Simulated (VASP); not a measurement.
# WS2 (Tungstenite) with rev-vdW-DF2: from relaxation to properties, part 3 of 8

How well does rev-vdW-DF2 reproduce what experiment finds for WS2 (Tungstenite)? The cell is relaxed first, and properties follow on it. The start is a cell from a database of measured crystal structures.

VASP 6.6.1, plane waves and PAW; the level of theory is named at each step.

So far, gap on the k-mesh (eV): step 2 (full relaxation (rev-vdW-DF2)) 1.03. The relaxed cell has a = 3.167, c = 12.360 Å (conventional setting).

## (5) Bands along the symmetry lines (rev-vdW-DF2)

Level of this step: rev-vdW-DF2; plane waves and PAW (W, S) (VASP).

Levels along the symmetry lines show where the bands peak and cross; KPOINTS_OPT computes them in the converged potential.

Input file INCAR:

```
SYSTEM = WS2
PREC = Accurate
ENCUT = 400
EDIFF = 1E-06
NELM = 100
ISMEAR = 0
SIGMA = 0.05
LREAL = .FALSE.
ALGO = Normal
GGA = MK
AGGAC = 0
LUSE_VDW = .TRUE.
PARAM1 = 0.1234
PARAM2 = 0.711357
ZAB_VDW = -1.8867
LASPH = .TRUE.
NBANDS = 34
LORBIT = 11
LWAVE = .FALSE.
LCHARG = .FALSE.
KPAR = 4
```

Input file POSCAR:

```
WS2
1.0
    3.1666065991      0.0000000000      0.0000000000
   -1.5833032995      2.7423617586      0.0000000000
    0.0000000000      0.0000000000     12.3604180458
W S
2 4
Direct
    0.3333333333      0.6666666667      0.2500000000
    0.6666666667      0.3333333333      0.7500000000
    0.3333333333      0.6666666667      0.6223351266
    0.6666666667      0.3333333333      0.1223351266
    0.3333333333      0.6666666667      0.8776648734
    0.6666666667      0.3333333333      0.3776648734
```

Input file KPOINTS:

```
Automatic mesh
0
Gamma
10 10 3
0 0 0
```

Input file KPOINTS_OPT:

```
Line mode
16
Line-mode
Reciprocal
  0.00000000   0.00000000   0.00000000 GAMMA
  0.50000000   0.00000000   0.00000000 M

  0.50000000   0.00000000   0.00000000 M
  0.33333333   0.33333333   0.00000000 K

  0.33333333   0.33333333   0.00000000 K
  0.00000000   0.00000000   0.00000000 GAMMA

  0.00000000   0.00000000   0.00000000 GAMMA
  0.00000000   0.00000000   0.50000000 A

  0.00000000   0.00000000   0.50000000 A
  0.50000000   0.00000000   0.50000000 L

  0.50000000   0.00000000   0.50000000 L
  0.33333333   0.33333333   0.50000000 H

  0.33333333   0.33333333   0.50000000 H
  0.00000000   0.00000000   0.50000000 A

  0.50000000   0.00000000   0.50000000 L
  0.50000000   0.00000000   0.00000000 M

  0.33333333   0.33333333   0.00000000 K
  0.33333333   0.33333333   0.50000000 H
```

The projector-augmented-wave data sets are W and S (PBE family, release 64).

Started as:

```sh
> mpirun -np 4 vasp_std
```

Log:

```text
[... set-up lines as in an earlier step ...]
 entering main loop
       N       E                     dE             d eps       ncg     rms          rms(c)
DAV:   1     0.146239620224E+03    0.14624E+03   -0.13517E+04  1904   0.762E+02
DAV:   2    -0.300995228811E+02   -0.17634E+03   -0.16522E+03  2340   0.195E+02
DAV:   3    -0.413090352765E+02   -0.11210E+02   -0.11048E+02  2432   0.483E+01
DAV:   4    -0.414661769851E+02   -0.15714E+00   -0.15691E+00  2520   0.638E+00
DAV:   5    -0.414688175325E+02   -0.26405E-02   -0.26398E-02  2488   0.821E-01    0.394E+01
DAV:   6    -0.390559539293E+02    0.24129E+01   -0.48288E+00  2760   0.119E+01    0.164E+01
DAV:   7    -0.388052733524E+02    0.25068E+00   -0.18140E+00  2322   0.818E+00    0.966E+00
DAV:   8    -0.386506933720E+02    0.15458E+00   -0.30812E-01  2598   0.334E+00    0.145E+00
DAV:   9    -0.386489187671E+02    0.17746E-02   -0.51668E-02  2246   0.109E+00    0.791E-01
DAV:  10    -0.386462783678E+02    0.26404E-02   -0.14404E-02  2530   0.537E-01    0.346E-01
DAV:  11    -0.386459299204E+02    0.34845E-03   -0.13205E-03  2380   0.181E-01    0.145E-01
DAV:  12    -0.386459198989E+02    0.10021E-04   -0.66992E-05  2428   0.459E-02    0.101E-01
DAV:  13    -0.386459190800E+02    0.81894E-06   -0.29609E-05  2292   0.237E-02    0.153E-02
DAV:  14    -0.386459169426E+02    0.21373E-05   -0.45699E-06  2404   0.950E-03    0.935E-03
DAV:  15    -0.386459169546E+02   -0.11907E-07   -0.14447E-07  1276   0.199E-03
   1 F= -.38645917E+02 E0= -.38645917E+02  d E =-.139884E-12
 Start KPOINTS_OPT (optional k-point list driver)
k-point batch [1-28\144]
       N       E                     dE             ncg
DAV:   1     0.530857085910E+04   -0.18757E+05     1904
DAV:   2     0.506266055702E+03   -0.48023E+04     2342
DAV:   3     0.215627549320E+03   -0.29064E+03     2416
DAV:   4     0.211882217458E+03   -0.37453E+01     2448
DAV:   5     0.211818130979E+03   -0.64086E-01     2486
DAV:   6     0.211816589413E+03   -0.15416E-02     2528
DAV:   7     0.211816546501E+03   -0.42912E-04     2488
DAV:   8     0.211816545300E+03   -0.12011E-05     1792
DAV:   9     0.211816545133E+03   -0.16706E-06     1736
[...]
k-point batch [141-144\144]
       N       E                     dE             ncg
DAV:   1     0.309566481665E+05   -0.45033E+04      272
DAV:   2     0.303159062692E+05   -0.64074E+03      326
DAV:   3     0.302751691978E+05   -0.40737E+02      348
DAV:   4     0.302746291473E+05   -0.54005E+00      336
DAV:   5     0.302746213620E+05   -0.77853E-02      352
DAV:   6     0.302746212236E+05   -0.13837E-03      336
DAV:   7     0.302746212201E+05   -0.34633E-05      344
DAV:   8     0.302746212201E+05   -0.80086E-07      232
```

Wall time 1.9 min (4 MPI ranks of AMD EPYC 9R14 (Zen 4), shared host); peak memory 1.9 GiB.

OUTCAR, selected parts (step 5):

```text
   k-points           NKPTS =     28   k-points in BZ     NKDIM =     28   number of bands    NBANDS=     34

   NELECT =      36.0000    total number of electrons

 E-fermi :   6.3857

 k-point     1 :       0.0000    0.0000    0.0000
  band No.  band energies     occupation
    ...
     14       4.0326      2.00000
     15       4.0326      2.00000
     16       4.7151      2.00000
     17       4.9582      2.00000
     18       6.1602      2.00000
     19       8.4737      0.00000
     20       8.4737      0.00000
     21       8.4880      0.00000
     22       8.4880      0.00000
     23       8.4948      0.00000
    ...

Total vdW correction in eV:      4.7021644

  Total        0.0100210      0.0100210      0.0564610      0.0000000      0.0000000     -0.0000000
  in kB        0.1495788      0.1495788      0.8427658      0.0000000      0.0000000     -0.0000000
  external PRESSURE =       0.3806412 kB  Pullay stress =       0.0000000 kB

 POSITION                                       TOTAL-FORCE (eV/Angst)
 -----------------------------------------------------------------------------------
     -0.00000      1.82824      3.09010         0.000000     -0.000000      0.000000
      1.58330      0.91412      9.27031         0.000000     -0.000000      0.000000
     -0.00000      1.82824      7.69232        -0.000000      0.000000      0.006741
      1.58330      0.91412      1.51211         0.000000     -0.000000      0.006741
     -0.00000      1.82824     10.84830         0.000000      0.000000     -0.006741
      1.58330      0.91412      4.66810         0.000000      0.000000     -0.006741
 -----------------------------------------------------------------------------------
    total drift:                                0.000000     -0.000000      0.000000

  FREE ENERGIE OF THE ION-ELECTRON SYSTEM (eV)
  ---------------------------------------------------
  free  energy   TOTEN  =       -38.6459169546 eV

  energy  without entropy=      -38.6459169546  energy(sigma->0) =      -38.64591695

Total vdW correction in eV:      4.7021586

[... 8 parts as in an earlier step ...]

[... 8 further parts left out ...]
```

Spin-orbit coupling is off here; with elements this heavy it splits and shifts levels by tenths of an eV or more.

Numbers from this step:

* SCF cycles: 15
* bands: 34
* Fermi energy: 6.386 eV
* pressure: 0.03806 GPa
* least gap on mesh and path: 0.9553 eV
* least direct gap on mesh and path: 1.806 eV
* conduction bottom at k: 0.1778, 0.1778, 0
* least direct gap at k: 0.3333, 0.3333, 0

The electronic bands at the labelled points (eV, zero at the valence-band top; v1 is the highest filled band, c1 the lowest empty one):

| point | v4 | v3 | v2 | v1 | c1 | c2 | c3 | c4 |
| --- | --- | --- | --- | --- | --- | --- | --- | --- |
| Γ | -2.13 | -1.45 | -1.20 | 0.00 | 2.31 | 2.31 | 2.33 | 2.33 |
| 0.53 of the way | -2.41 | -1.92 | -1.70 | -1.52 | 1.35 | 1.81 | 2.03 | 2.29 |
| M | -1.91 | -1.70 | -1.66 | -1.48 | 2.24 | 2.28 | 2.52 | 2.81 |
| 0.53 of the way | -2.97 | -2.57 | -1.15 | -0.90 | 1.85 | 1.94 | 2.55 | 2.86 |
| K | -2.88 | -2.88 | -0.73 | -0.52 | 1.28 | 1.28 | 2.01 | 3.24 |
| 0.47 of the way | -2.07 | -1.92 | -1.50 | -1.48 | 0.96 | 1.85 | 2.12 | 2.19 |
| Γ | -2.13 | -1.45 | -1.20 | 0.00 | 2.31 | 2.31 | 2.33 | 2.33 |
| 0.47 of the way | -2.13 | -2.02 | -0.75 | -0.06 | 2.31 | 2.31 | 2.31 | 2.31 |
| A | -2.15 | -2.15 | -0.30 | -0.30 | 2.30 | 2.30 | 2.30 | 2.30 |
| 0.53 of the way | -2.37 | -2.37 | -1.57 | -1.57 | 1.76 | 1.76 | 1.91 | 1.91 |
| L | -1.80 | -1.80 | -1.55 | -1.55 | 2.25 | 2.25 | 2.69 | 2.69 |
| 0.53 of the way | -2.84 | -2.84 | -1.01 | -1.01 | 1.90 | 1.90 | 2.78 | 2.78 |
| H | -3.06 | -3.06 | -0.64 | -0.64 | 1.28 | 1.28 | 2.54 | 2.54 |
| 0.53 of the way | -1.95 | -1.95 | -1.44 | -1.44 | 1.38 | 1.38 | 2.11 | 2.11 |
| A | -2.15 | -2.15 | -0.30 | -0.30 | 2.30 | 2.30 | 2.30 | 2.30 |
| jump to L | -1.80 | -1.80 | -1.55 | -1.55 | 2.25 | 2.25 | 2.69 | 2.69 |
| 0.47 of the way | -1.87 | -1.73 | -1.62 | -1.50 | 2.24 | 2.27 | 2.58 | 2.78 |
| M | -1.91 | -1.70 | -1.66 | -1.48 | 2.24 | 2.28 | 2.52 | 2.81 |
| jump to K | -2.88 | -2.88 | -0.73 | -0.52 | 1.28 | 1.28 | 2.01 | 3.24 |
| 0.53 of the way | -2.96 | -2.96 | -0.70 | -0.56 | 1.28 | 1.28 | 2.17 | 2.98 |
| H | -3.06 | -3.06 | -0.64 | -0.64 | 1.28 | 1.28 | 2.54 | 2.54 |

The largest weight of each band there:

```
point      v4      v3      v2      v1      c1      c2      c3      c4
    Γ  W 0.60  S 0.90  W 0.86  W 0.73  W 0.55  W 0.55  W 0.54  W 0.54
    M  S 0.81  S 0.79  W 0.71  W 0.77  W 0.98  W 0.97  W 0.91  W 0.92
    K  S 0.65  S 0.65  W 0.84  W 0.81  W 0.96  W 0.96  W 0.82  W 0.74
    Γ  W 0.60  S 0.90  W 0.86  W 0.73  W 0.55  W 0.55  W 0.54  W 0.54
    A  W 0.59  W 0.59  W 0.68  W 0.68  W 0.54  W 0.54  W 0.54  W 0.54
    L  S 0.80  S 0.80  W 0.74  W 0.74  W 0.98  W 0.98  W 0.91  W 0.91
```

The path lowers the gap by 0.07 eV against the mesh alone, so a band edge lies off the mesh.

## (6) Total and projected DOS (rev-vdW-DF2)

A density of states needs more k-points than a total energy; ISMEAR = -5 takes tetrahedra, and LORBIT projects the states on the PAW spheres. The mesh is finer than in the run before.

Edit INCAR of step 5 so:

```diff
@@ -5,3 +5,3 @@
 NELM = 100
-ISMEAR = 0
+ISMEAR = -5
 SIGMA = 0.05
@@ -21 +21,2 @@
 KPAR = 4
+NEDOS = 2001
```

POSCAR is that of step 5.

Input file KPOINTS:

```
Automatic mesh
0
Gamma
14 14 4
0 0 0
```

Started as:

```sh
> mpirun -np 4 vasp_std
```

Log:

```text
[... set-up lines as in an earlier step ...]
 entering main loop
       N       E                     dE             d eps       ncg     rms          rms(c)
DAV:   1     0.145032987345E+03    0.14503E+03   -0.13446E+04  4896   0.761E+02
DAV:   2    -0.303050304578E+02   -0.17534E+03   -0.16604E+03  6098   0.195E+02
DAV:   3    -0.413149186606E+02   -0.11010E+02   -0.10861E+02  6390   0.482E+01
DAV:   4    -0.414660398463E+02   -0.15112E+00   -0.15093E+00  6416   0.629E+00
DAV:   5    -0.414687073998E+02   -0.26676E-02   -0.26666E-02  6394   0.828E-01    0.394E+01
DAV:   6    -0.390559172573E+02    0.24128E+01   -0.48320E+00  7032   0.120E+01    0.164E+01
DAV:   7    -0.388048146587E+02    0.25110E+00   -0.18096E+00  5952   0.819E+00    0.968E+00
DAV:   8    -0.386506579066E+02    0.15416E+00   -0.31198E-01  6580   0.334E+00    0.145E+00
DAV:   9    -0.386487923894E+02    0.18655E-02   -0.51489E-02  5796   0.109E+00    0.794E-01
DAV:  10    -0.386461617866E+02    0.26306E-02   -0.14505E-02  6502   0.539E-01    0.346E-01
DAV:  11    -0.386458106033E+02    0.35118E-03   -0.13172E-03  6126   0.181E-01    0.145E-01
DAV:  12    -0.386458003819E+02    0.10221E-04   -0.66442E-05  6178   0.456E-02    0.102E-01
DAV:  13    -0.386457993793E+02    0.10026E-05   -0.30458E-05  5710   0.241E-02    0.154E-02
DAV:  14    -0.386457972130E+02    0.21663E-05   -0.47054E-06  6144   0.961E-03    0.923E-03
DAV:  15    -0.386457972343E+02   -0.21321E-07   -0.14528E-07  3068   0.203E-03
   1 F= -.38645797E+02 E0= -.38645797E+02  d E =0.000000E+00
```

It took 1.8 min on 4 MPI ranks; peak memory 2.2 GiB.

OUTCAR, selected parts (step 6):

```text
   k-points           NKPTS =     72   k-points in BZ     NKDIM =     72   number of bands    NBANDS=     34

   NELECT =      36.0000    total number of electrons

 E-fermi :   6.1733

 k-point     1 :       0.0000    0.0000    0.0000
  band No.  band energies     occupation
    ...
     14       4.0326      2.00000
     15       4.0326      2.00000
     16       4.7151      2.00000
     17       4.9582      2.00000
     18       6.1602      2.00000
     19       8.4737      0.00000
     20       8.4737      0.00000
     21       8.4879      0.00000
     22       8.4879      0.00000
     23       8.4948      0.00000
    ...

Total vdW correction in eV:      4.7021677

  Total        0.0102255      0.0102255      0.0582234      0.0000000      0.0000000     -0.0000000
  in kB        0.1526305      0.1526305      0.8690721      0.0000000      0.0000000     -0.0000000
  external PRESSURE =       0.3914444 kB  Pullay stress =       0.0000000 kB

 POSITION                                       TOTAL-FORCE (eV/Angst)
 -----------------------------------------------------------------------------------
     -0.00000      1.82824      3.09010        -0.000000      0.000000      0.000000
      1.58330      0.91412      9.27031         0.000000     -0.000000      0.000000
     -0.00000      1.82824      7.69232         0.000000     -0.000000      0.006445
      1.58330      0.91412      1.51211         0.000000      0.000000      0.006445
     -0.00000      1.82824     10.84830        -0.000000     -0.000000     -0.006445
      1.58330      0.91412      4.66810         0.000000      0.000000     -0.006445
 -----------------------------------------------------------------------------------
    total drift:                                0.000000     -0.000000      0.000000

  FREE ENERGIE OF THE ION-ELECTRON SYSTEM (eV)
  ---------------------------------------------------
  free  energy   TOTEN  =       -38.6457972343 eV

  energy  without entropy=      -38.6457972343  energy(sigma->0) =      -38.64579723

Total vdW correction in eV:      4.7021615

[... 8 parts as in an earlier step ...]

[... 8 further parts left out ...]
```

Numbers from this step:

- irreducible k-points: 72
- Fermi energy: 6.173 eV
- pressure: 0.03914 GPa
- conduction bottom at k: 0.2143, 0.1429, 0
- least direct gap at k: 0.3571, 0.2857, 0
- gap on the k-mesh: 1.001 eV
- least direct gap on the k-mesh: 1.964 eV

The density of states has structure finer than the step of the table below, so its rows give means over 0.5 eV, whole bins alone (the curve runs from -12.0 to 2.39 eV). Peaks (eV: height): total -3.96: 10.3, -2.74: 9.04, -1.44: 7.86, 2.10: 9.61; W d -3.96: 3.47, -2.74: 2.46, -1.44: 4.24, 2.17: 5.86; S p -4.69: 2.22, -3.96: 3.74, -2.74: 3.57, -2.09: 2.67; W p -4.97: 0.317, -3.96: 0.329, -2.74: 0.419, -2.09: 0.407; S s -6.42: 0.0916, -4.69: 0.331, -2.88: 0.133, 2.10: 0.115.

States under -12.0 eV and over 2.4 eV are left out. Table of density of states by energy, zero at the valence-band top; means over each step; values in states/eV/cell:

```csv
energy (eV),total,W d,S p,W p,S s,W s
-8.0,0,0,0,0,0,0
-7.5,0.0806,0.0124,0.0202,5.4e-4,0.00321,0.0127
-7.0,1.64,0.234,0.475,0.0411,0.0387,0.234
-6.5,4.44,0.924,1.31,0.127,0.0755,0.433
-6.0,4.42,1.12,1.40,0.136,0.0712,0.178
-5.5,3.00,0.606,0.994,0.120,0.0933,0.141
-5.0,5.27,1.21,1.65,0.231,0.232,0.282
-4.5,3.93,1.04,1.30,0.155,0.125,0.115
-4.0,6.11,1.92,2.20,0.216,0.0645,0.0420
-3.5,3.44,1.16,1.20,0.138,0.0303,0.0239
-3.0,5.40,1.54,2.04,0.234,0.0767,0.0338
-2.5,6.20,1.32,2.65,0.345,0.0860,0.0271
-2.0,3.58,0.576,1.63,0.250,0.0373,0.0100
-1.5,5.02,2.51,1.08,0.191,0.0467,0.0350
-1.0,2.64,1.51,0.472,0.0544,0.0200,0.0258
-0.5,0.526,0.298,0.105,0.00468,0.0103,0.00929
0.0,0.0578,0.0327,0.0119,1.6e-4,0.00179,0.00171
0.5,0,0,0,0,0,0
1.0,0.336,0.169,0.0510,0.00306,0.00756,0.00109
1.5,3.06,1.78,0.427,0.0337,0.0465,0.0439
2.0,7.54,4.51,1.32,0.0797,0.0752,0.0547
```

The gap on this mesh is 1.00 eV, over the 0.96 eV of the band run, since this mesh misses a band edge. In the top eV of the valence band the largest shares in the PAW spheres are W d 58 % and S p 18 %; in the lowest eV of the conduction band, W d 58 % and S p 15 %. The rest lies in smaller channels or between the spheres.

(Part 3 of 8 ends here.)

[Lines on the potential files, build, host, timing and source positions are cut from VASP's logs without a mark.]

[Logs are printed without paths, hosts, clocks, repeated set-up lines and the standing remarks that a program may print on its own settings, such as how far it seeks lower states.]

[Hosts, paths, dates, database ids (printed as entryN), source tags and the programs' standing remarks are cut or masked in the printed files.]

[Measured values are set beside computed ones only where the two were judged alike; some that the calculation misses by far are left out.]
